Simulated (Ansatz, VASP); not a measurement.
# Al3Ga5N8 in two plane-wave programs, part 2 of 2

Aim: how closely do two programs agree when they are given the same cell, functional and k mesh? The cell is taken from a series of runs on this material, whose earlier steps may have relaxed, scaled, displaced or heated it; both programs get it as it stands.

VASP 6.6.1 and Ansatz 0.2.0.

So far: Starting point; VASP: relaxation of cell and atoms, r2SCAN.

## (3) Ansatz: relaxation of cell and atoms, r2SCAN

Level of this step: Ansatz beside VASP: Kohn-Sham DFT, plane waves, r2SCAN (Ansatz).

Ansatz runs on its PAW soft_1 files.

The same cell, functional, mesh and smearing now go to Ansatz.

input.yaml reads:

```yaml
crystal:
  lattice:
    - [6.3082247, 0.0, 0.0]
    - [-3.15411235, 5.46308284, 0.0]
    - [0.0, 0.0, 5.12827611]
  atoms:
    - { symbol: Ga, position: [0.33333333, 0.66666667, 0.5] }
    - { symbol: Ga, position: [0.66666667, 0.33333333, 0.0] }
    - { symbol: Ga, position: [0.83333333, 0.16666667, 0.5] }
    - { symbol: Ga, position: [0.66666667, 0.83333333, 0.0] }
    - { symbol: Ga, position: [0.83333333, 0.66666667, 0.5] }
    - { symbol: Al, position: [0.16666667, 0.33333333, 0.0] }
    - { symbol: Al, position: [0.33333333, 0.16666667, 0.5] }
    - { symbol: Al, position: [0.16666667, 0.83333333, 0.0] }
    - { symbol: "N", position: [0.33333333, 0.16666667, 0.12390721] }
    - { symbol: "N", position: [0.16666667, 0.33333333, 0.62390721] }
    - { symbol: "N", position: [0.33333333, 0.66666667, 0.12390721] }
    - { symbol: "N", position: [0.16666667, 0.83333333, 0.62390721] }
    - { symbol: "N", position: [0.83333333, 0.16666667, 0.12390721] }
    - { symbol: "N", position: [0.66666667, 0.33333333, 0.62390721] }
    - { symbol: "N", position: [0.83333333, 0.66666667, 0.12390721] }
    - { symbol: "N", position: [0.66666667, 0.83333333, 0.62390721] }
kpoints:
  mp_grid: { grid: [5, 5, 5] }
scf:
  occupations: { method: fermi_dirac, width: 0.02 }
hamiltonian:
  xc: r2scan
  pseudopotentials: { kind: paw, azcp: { folder: soft_1 } }
basis:
  ecutwfc: 600
output:
  forces: true
  stress: true
relax:
  f_tol: 0.005
  max_steps: 70
  cell: { stress_tol: 0.02, p_target: 0 }
```

The run is started by

```sh
$ ansatz run input.yaml --threads 4 --pin off --max-ram 10240MiB --backend cpu --events-out ev --progress --plain --runs-dir out
```

Numbers of over 12 decimals in the logs are rounded to 6 here.

The log of the run:

```text
Engine: ansatz 0.2.0, aarch64-unknown-linux-gnu
Pseudopotentials: kind: paw
Pseudopotential: Ga, paw, valence charge 13, recommended cutoff 500 eV (meta_gga), soft_1/Ga.paw.azcp
Pseudopotential: Al, paw, valence charge 3, recommended cutoff 500 eV (meta_gga), soft_1/Al.paw.azcp
Pseudopotential: N, paw, valence charge 5, recommended cutoff 500 eV (meta_gga), soft_1/N.paw.azcp
Functional definition: r2SCAN
  parameter k0 = 0.174
  parameter k1 = 0.065
  parameter a1 = 4.9479
  exchange = r2scan_x(k0 = k0, k1 = k1, a1 = a1)
  correlation = r2scan_c
Crystal: 16 atoms, lattice volume = 176.732 Å³
Basis set: ecut = 600 eV, 5865 PW (Γ), exchange–correlation on 216×216×180 points (64 copies of the dense FFT grid, shifted against one another)
Bands: 73, of which v1, the nominal top of the filled ones, is band 57 counted from 1 (56 counted from 0)
Symmetry: 2 space group operations
Space group: Cm (ITA 8), of the structure as read, at distance tolerance 5.6e-5 Å
k-points: 39 of 125 (time reversal used)
Non-local potential: Ga, projectors of the file, l = 0: 2, l = 1: 2, l = 2: 3, l = 3: 1
Non-local potential: Al, projectors of the file, l = 0: 2, l = 1: 2, l = 2: 1
Non-local potential: N, projectors of the file, l = 0: 2, l = 1: 2, l = 2: 1
PAW form: soft (Blöchl's): semilocal exchange-correlation on the pseudo side does not see the compensation charge
PAW frozen core: Ga, regenerated for the run's functional (the file was generated under x = pbe(κ = 0.804, μ = 0.219515), c = pbe(β = 0.066725))
PAW frozen core: Al, regenerated for the run's functional (the file was generated under x = pbe(κ = 0.804, μ = 0.219515), c = pbe(β = 0.066725))
PAW frozen core: N, regenerated for the run's functional (the file was generated under x = pbe(κ = 0.804, μ = 0.219515), c = pbe(β = 0.066725))
PAW one-centre angular grid: Ga, 590 points (default); XC on 160 Gauss nodes
PAW one-centre angular grid: Al, 302 points (default); XC on 160 Gauss nodes
PAW one-centre angular grid: N, 302 points (default); XC on 160 Gauss nodes
Initial density: superposition of atomic densities (chi_scale 0.1, normalization cell, long waves kept (reshape's long-wave potential 0.13 eV rms))
Initial wavefunctions: pseudopotential atomic-orbital guess
Functional: x = r2scan, c = r2scan; τ floored in thin density (d = 2e-4 eV/Å³)
SCF iter   1: F=—  HF=-23672.481808 eV  |F-HF|=—  |Δ(HF+E_count)|=         —  Δρ=1.25e-1  dr2=2.52e1  dr2_τ=2.86e0  ethr=3.10e-3  ⟨swp⟩=6.0  Hψ=10185  notcnv=0  defer=77
preconditioner: auto → Resta (q_TF=auto, 2.536 Å⁻¹)  ε∞=3.8  [insulator: Δε(μ)=3.826 eV  Ē_g=17.700 eV  σ=0.020 eV  W_gap=1.00  n_scr=46 (ndim 8)  ℏωp=29.8 eV  f_vac=0.000  D(μ)=0.00/eV (n_scr^D=0)  ε∞_Penn≈3.8]
SCF iter   2: F=—  HF=-23666.778495 eV  |F-HF|=—  |Δ(HF+E_count)|=    5.70e0  Δρ=5.18e-2  dr2=2.96e0  dr2_τ=4.18e-1  ethr=3.10e-3  ⟨swp⟩=3.0  Hψ=6017  notcnv=0  defer=365
SCF iter   3: F=—  HF=-23667.174016 eV  |F-HF|=—  |Δ(HF+E_count)|=   3.96e-1  Δρ=2.03e-2  dr2=5.47e-1  dr2_τ=3.26e-2  ethr=2.59e-3  ⟨swp⟩=2.0  Hψ=2741  notcnv=0  defer=92
automatic band count: iteration 3 solves 66 bands in place of 73: the levels show a gap, and the empty bands left out lie too high to hold charge; the band table lists the bands solved (type scf.n_extra_bands for more)
SCF iter   4: F=—  HF=-23667.162581 eV  |F-HF|=—  |Δ(HF+E_count)|=   1.14e-2  Δρ=3.93e-3  dr2=1.37e-2  dr2_τ=1.07e-3  ethr=4.80e-4  ⟨swp⟩=3.4  Hψ=4997  notcnv=0  defer=92
SCF iter   5: F=—  HF=-23667.170089 eV  |F-HF|=—  |Δ(HF+E_count)|=   7.51e-3  Δρ=1.20e-3  dr2=2.63e-3  dr2_τ=2.15e-4  ethr=1.20e-5  ⟨swp⟩=2.2  Hψ=4735  notcnv=0  defer=92
SCF iter   6: F=—  HF=-23667.169156 eV  |F-HF|=—  |Δ(HF+E_count)|=   9.33e-4  Δρ=3.74e-4  dr2=2.62e-4  dr2_τ=1.01e-5  ethr=2.31e-6  ⟨swp⟩=2.0  Hψ=4869  notcnv=0  defer=92
SCF iter   7: F=—  HF=-23667.169125 eV  |F-HF|=—  |Δ(HF+E_count)|=   3.09e-5  Δρ=8.48e-5  dr2=9.29e-6  dr2_τ=5.71e-7  ethr=2.30e-7  ⟨swp⟩=2.0  Hψ=4680  notcnv=0  defer=92
SCF iter   8: F=—  HF=-23667.169100 eV  |F-HF|=—  |Δ(HF+E_count)|=   2.49e-5  Δρ=5.98e-5  dr2=6.21e-6  dr2_τ=7.82e-7  ethr=8.15e-9  ⟨swp⟩=2.0  Hψ=4797  notcnv=0  defer=92
SCF iter   9: F=—  HF=-23667.169098 eV  |F-HF|=—  |Δ(HF+E_count)|=   1.48e-6  Δρ=1.18e-5  dr2=2.75e-7  dr2_τ=2.81e-8  ethr=5.45e-9  ⟨swp⟩=2.0  Hψ=4705  notcnv=0  defer=92
SCF iter  10: F=-23667.169098 eV  HF=-23667.169098 eV  |F-HF|=7.65e-9  |Δ(HF+E_count)|=   6.30e-8  Δρ=3.38e-6  dr2=1.56e-8  dr2_τ=9.12e-10  ethr=8.77e-11  ⟨swp⟩=4.0  Hψ=9383  notcnv=0
SCF 1 converged in 10 iterations: F = -23667.169098 eV  dr2 = 1.56e-8
  greatest PAW one-centre occupation: 0.994 electrons in one spin orbital (limit 2), on the Ga atom at site 3 (counted from 0), in its partial waves of l = 2
[...]
automatic band count: iteration 1 solves 66 bands in place of 73: the levels show a gap, and the empty bands left out lie too high to hold charge; the band table lists the bands solved (type scf.n_extra_bands for more)
preconditioner: auto → Resta (q_TF=auto, 2.538 Å⁻¹)  ε∞=4.6  [insulator: Δε(μ)=3.194 eV  Ē_g=15.767 eV  σ=0.020 eV  W_gap=1.00  n_scr=46 (ndim 8)  ℏωp=29.9 eV  f_vac=0.000  D(μ)=0.00/eV (n_scr^D=0)  ε∞_Penn≈4.6]
SCF iter   2: F=—  HF=-23667.363058 eV  |F-HF|=—  |Δ(HF+E_count)|=   1.56e-4  Δρ=2.18e-4  dr2=5.82e-5  dr2_τ=2.40e-6  ethr=2.50e-7  ⟨swp⟩=2.0  Hψ=4552  notcnv=0
SCF iter   3: F=—  HF=-23667.363017 eV  |F-HF|=—  |Δ(HF+E_count)|=   4.13e-5  Δρ=5.94e-5  dr2=5.93e-6  dr2_τ=4.53e-7  ethr=5.10e-8  ⟨swp⟩=3.0  Hψ=4797  notcnv=0
SCF iter   4: F=—  HF=-23667.363017 eV  |F-HF|=—  |Δ(HF+E_count)|=   2.42e-7  Δρ=2.54e-5  dr2=1.23e-6  dr2_τ=1.24e-7  ethr=5.20e-9  ⟨swp⟩=2.0  Hψ=4671  notcnv=0
SCF iter   5: F=-23667.363017 eV  HF=-23667.363017 eV  |F-HF|=4.31e-8  |Δ(HF+E_count)|=   9.79e-8  Δρ=8.45e-6  dr2=1.41e-7  dr2_τ=3.40e-9  ethr=1.54e-10  ⟨swp⟩=2.9  Hψ=9914  notcnv=0
SCF 4 converged in 5 iterations: F = -23667.363017 eV  dr2 = 1.41e-7
relax step   4: F+E_penalty+E_count = -23667.36301705 eV  Δ(F+E_penalty+E_count) = -3.780e-4 eV  max|allowed force component| = 7.473e-3 eV/Å  Δτ_max = 0.0023 Å  P = +0.172 GPa  Ω = 175.953 Å³  energy of the carried Pulay correction = +1.992e-4 eV  (5 SCF iters, dr2 threshold 1.76e-7 eV, accepted)
[...]
relax step   5: F+E_penalty+E_count = -23667.36306770 eV  Δ(F+E_penalty+E_count) = -5.066e-5 eV  max|allowed force component| = 1.697e-3 eV/Å  Δτ_max = 0.0005 Å  P = -0.003 GPa  Ω = 176.106 Å³  energy of the carried Pulay correction = +1.601e-4 eV  (5 SCF iters, dr2 threshold 9.37e-8 eV, accepted)
[...]
relax step   6: F+E_penalty+E_count = -23667.36289918 eV  Δ(F+E_penalty+E_count) = +1.685e-4 eV  max|allowed force component| = 1.704e-3 eV/Å  Δτ_max = 0.0000 Å  P = -0.004 GPa  Ω = 176.106 Å³  stress off target by 5.13e-3 GPa  SCF on the basis re-selected at this cell (its energy is not comparable with the rows above)  (5 SCF iters)
basis re-selected at this cell: Δ(F+E_penalty+E_count) = +1.685e-4 eV, ΔP = -0.001 GPa vs the last step (what re-selecting the basis moved, of the pressure what is left beyond the Pulay correction that the steps carried, after the strain that the cell walked since its last selection, with what the two solves' SCF thresholds leave and, on support functions, any second-order correction that the steps lacked; it is no m [...]
SCF converged after 5 iterations
Free energy (F): -23667.362899 eV
Harris-Foulkes:  -23667.362899 eV  (|F-HF|=1.46e-11)
Internal energy: -23667.362899 eV  (E = F + TS)
E sigma→0 (E₀):  -23667.362899 eV
Fermi energy:    10.165727 eV
--- Per-component energies (eV) ---
  E_band       = -71.090573
  E_kinetic    = 1676.167944
  E_local      = -9103.593686  (includes V_loc(G=0)·N_el)
  E_nonlocal   = -133.290751
  E_hartree    = 5412.298495
  E_xc         = -868.251610
  E_vxc        = -1053.892598  (∫ρ·V_xc dr)
  E_paw        = -12523.975103  (= ΣΔE_a)
  E_vpaw       = -2338.095552  (= ΣTr[D̂ρ^β])
  E_aug_tail   = 0.000073  (compensation charges beyond the density's cutoff)
  E_vtau       = 57.017091  (kinetic-family band-sum trace: ∫τ·v_τ [+ j·A + Jᵃ·Aᵃ] dr)
  E_ewald      = -8123.036092
  E_core_change = -3.682169  (= ΣΔE_core)
  E_smearing   = -0.000000  (= −TS)
  E_closure    = -0.000000  (closes the sum)
  Σ components = -23667.362899   (vs F -23667.362899, Δ=0.00e0)
--- Forces (eV/Å), atoms counted from 1 ---
  atom   1  Ga    -0.00040106    -0.00023155     0.00108165
  atom   2  Ga     0.00012138     0.00007008     0.00062158
  atom   3  Ga     0.00033011    -0.00002159     0.00016683
  atom   4  Ga     0.00023851     0.00013770    -0.00005738
  atom   5  Ga     0.00014636     0.00029668     0.00016683
  atom   6  Al    -0.00013083     0.00013412    -0.00028671
  atom   7  Al     0.00013740     0.00007933     0.00014919
  atom   8  Al     0.00005074    -0.00018036    -0.00028671
  atom   9  N      0.00170471     0.00098421    -0.00110082
  atom  10  N     -0.00073989     0.00121465    -0.00073692
  atom  11  N      0.00060121     0.00034711    -0.00022773
  atom  12  N      0.00068197    -0.00124809    -0.00073692
  atom  13  N     -0.00156446    -0.00053841     0.00117667
  atom  14  N      0.00034853     0.00020122    -0.00099097
  atom  15  N     -0.00124851    -0.00108566     0.00117667
  atom  16  N     -0.00026701    -0.00015416    -0.00015933
  max |Σ_I F_I| component: 4.41e-5 eV/Å
--- Stress (GPa, compression-positive) ---
       -0.002953       0.000783       0.000082
        0.000783      -0.003858       0.000047
        0.000055       0.000032      -0.005132
  P = ⅓ Tr σ = -0.0040 GPa (-0.040 kbar)
--- Relaxed structure (5 steps of the walk, 5 accepted, 1 SCFs on fresh bases) ---
  F+E_penalty+E_count = -23667.36289918 eV   max|allowed force component| = 1.704e-3 eV/Å   (the final SCF, on the basis selected at the relaxed cell)
  cell:  # Å, volume = 176.1062 Å³
    - [6.306108, 5.488213792325328e-5, -0.00171931]
    - [-3.153007, 5.461167, -4.336808689942018e-19]
    - [-0.00139771, -0.000806971, 5.113585]
  atoms:
    - { symbol: Ga, position: [0.331036, 0.665518, 0.500615] }
    - { symbol: Ga, position: [0.664390, 0.332195, 0.00081971] }
    - { symbol: Ga, position: [0.835450, 0.168165, 0.500526] }
    - { symbol: Ga, position: [0.666075, 0.833038, 0.000890247] }
    - { symbol: Ga, position: [0.835450, 0.667285, 0.500526] }
    - { symbol: Al, position: [0.168016, 0.332749, 0.00160594] }
    - { symbol: Al, position: [0.331604, 0.165802, 0.501275] }
    - { symbol: Al, position: [0.168016, 0.835267, 0.00160594] }
    - { symbol: N, position: [0.325564, 0.162782, 0.128712] }
    - { symbol: N, position: [0.171068, 0.329944, 0.630172] }
    - { symbol: N, position: [0.325433, 0.662716, 0.117050] }
    - { symbol: N, position: [0.171068, 0.841123, 0.630172] }
    - { symbol: N, position: [0.840715, 0.170786, 0.119129] }
    - { symbol: N, position: [0.659164, 0.329582, 0.618443] }
    - { symbol: N, position: [0.840715, 0.669929, 0.119129] }
    - { symbol: N, position: [0.666240, 0.833120, 0.620586] }
```

Reading the cycles: dr2 is the Hartree energy of the density residual (eV), the measure of convergence; HF is the Harris–Foulkes estimate of the energy, which meets the free energy F at convergence.

## (4) Differences

Known differences besides the potentials themselves: VASP keeps PBE cores, Ansatz makes them for the functional; the cutoff is 600 eV in Ansatz and 660 eV in VASP; Ansatz adds a Pulay correction to the stress that steers its cell, VASP none. Total energies have different zeros and are not compared.

Both answers:

```csv
quantity,Ansatz,VASP,difference
volume (Å³),176.11,176.59,-0.27 %
"edge a after relaxation, in the typed setting (Å)",6.306,6.313,-0.10 %
"edge c after relaxation, in the typed setting (Å)",5.114,5.117,-0.07 %
```

## (5) Results

| Property | Result |
| --- | --- |
| difference in volume (relaxation of cell and atoms, r2SCAN) | -0.27 % |

**Reading.** The difference in volume is -0.27 % (relaxation of cell and atoms, r2SCAN), within the 1.2 % picked in this series as the mark of a large difference, as far as the stopping tolerances let one tell. How closely two codes agree says nothing of how well the functional describes the real material.

[Lines on the potential files, build, host, timing and source positions are cut from VASP's logs without a mark.]

[Logs are printed without paths, hosts, clocks, repeated set-up lines and the standing remarks that a program may print on its own settings, such as how far it seeks lower states.]

[Hosts, paths, dates, database ids (printed as entryN), source tags and the programs' standing remarks are cut or masked in the printed files.]
